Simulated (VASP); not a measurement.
## SnTeS4: relaxation of cell and atoms with PBE

SnTeS4:

```xyz
6
Lattice="-2.7118 3.1167 4.5361 2.7118 -3.1167 4.5361 2.7118 3.1167 -4.5361" Properties=species:S:1:pos:R:3 pbc="T T T"
Sn    0.0000    0.0000    4.5361
Te    0.0000    0.0000    0.0000
S     0.0000    3.1167    1.9839
S     2.7118    0.0000    2.5522
S     2.7118    0.0000    0.0000
S     0.0000    3.1167    0.0000
```

The cell was built by a generator and needn't be a form met in nature.

| Item | Value |
| --- | --- |
| Program | VASP 6.6.1 |
| Task | relaxation of cell and atoms |
| Functional | PBE |
| Potentials or basis | VASP PAW PBE potentials, release 64 (Sn_d, Te, S) |
| Cutoff | 520 eV |
| k mesh | 4 × 4 × 4 |
| Occupations | gaussian, width 0.15 eV |
| Spin | no spin polarisation |
| Further INCAR settings | PREC = Normal; ALGO = Fast; EDIFF = 0.0001; IBRION = 2; EDIFFG = -0.08; NSW = 24; ISIF = 3 |

```yaml
Relaxed_volume: 24.88 Å³/atom
Relaxed_cell: a = 6.168 Å, b = 6.168 Å, c = 6.168 Å, α = 125.78°, β = 125.65°, γ = 80.36°
Space_group_after_relaxing_to_0.05_Å: I4/mmm (No. 139)
Energy_gained_by_relaxing: 199.7 meV/atom
Ionic_steps: 10
Pressure_after_relaxing: -0.1 GPa
Largest_force_after_relaxing: 0.030 eV/Å
Band_gap_on_the_k_mesh: none (metal or under the smearing width)
```

Forces on the atoms (eV/Å):
```
Sn   0.000  0.000  0.000
Te   0.000  0.000  0.000
S    0.000  0.000  0.030
S    0.000  0.000 -0.030
S    0.000  0.000  0.000
S    0.000  0.000  0.000
```

Stress tensor (GPa, compression positive):
```
 0.17  0.00  0.00
 0.00 -0.08  0.00
 0.00  0.00 -0.33
```

The path:
```
step  energy change (eV)  largest force (eV/Å)  pressure (GPa)  volume (Å³)
   1              0.0000                2.9665            3.88       153.36
   2             -0.7447                0.3066           -3.51       167.00
   3             -0.7628                0.5178           -2.91       164.81
   4             -1.0640                0.4484           -1.75       156.33
   5             -1.1528                0.3420           -0.25       150.00
   6             -1.1801                0.3255            0.21       148.60
   7             -1.1804                0.3087            0.47       148.36
   8             -1.1939                0.1363           -0.03       149.42
   9             -1.1952                0.0640           -0.15       149.81
  10             -1.1985                0.0302           -0.08       149.28
```

Final structure:
```cif
data_structure
_symmetry_space_group_name_H-M 'P 1'
_symmetry_Int_Tables_number 1
_cell_length_a 6.1683
_cell_length_b 6.1683
_cell_length_c 6.1683
_cell_angle_alpha 125.778
_cell_angle_beta 125.647
_cell_angle_gamma 80.360
_cell_volume 149.28
loop_
_atom_site_label
_atom_site_type_symbol
_atom_site_fract_x
_atom_site_fract_y
_atom_site_fract_z
_atom_site_occupancy
Sn1 Sn 0.50000 0.50000 0.00000 1
Te1 Te 0.00000 0.00000 0.00000 1
S1 S 0.74927 0.24927 0.50000 1
S2 S 0.25073 0.75073 0.50000 1
S3 S 0.00000 0.50000 0.50000 1
S4 S 0.50000 0.00000 0.50000 1
```

Levels at points of the mesh, in eV from the Fermi level:
```csv
k point,band 18,band 19,band 20,band 21,band 22,band 23,band 24,band 25,band 26
"(0.00, 0.00, 0.00)",-2.26,-1.02,-0.85,-0.38,0.15,0.16,1.48,3.25,3.36
"(0.50, 0.00, 0.00)",-1.87,-1.42,-1.13,-1.03,-0.33,0.44,1.73,1.97,3.40
"(0.00, 0.50, 0.00)",-1.85,-1.45,-1.10,-1.06,-0.33,0.45,1.73,1.99,3.05
"(0.50, 0.50, 0.00)",-1.24,-0.97,-0.92,-0.81,-0.49,-0.28,-0.10,0.47,1.22
"(0.50, 0.50, 0.50)",-1.01,-1.00,-0.83,-0.83,-0.60,-0.52,1.44,3.28,3.34
```

It took 4.2 min on 1 thread of Intel(R) Xeon(R) Platinum 8488C (Sapphire Rapids), on a shared host, peak memory 0.25 GiB.

Caveat: the k mesh is coarse (spacing up to 0.38 Å⁻¹), so the values aren't converged. Spin-orbit coupling is left out, which matters for the levels of Te.
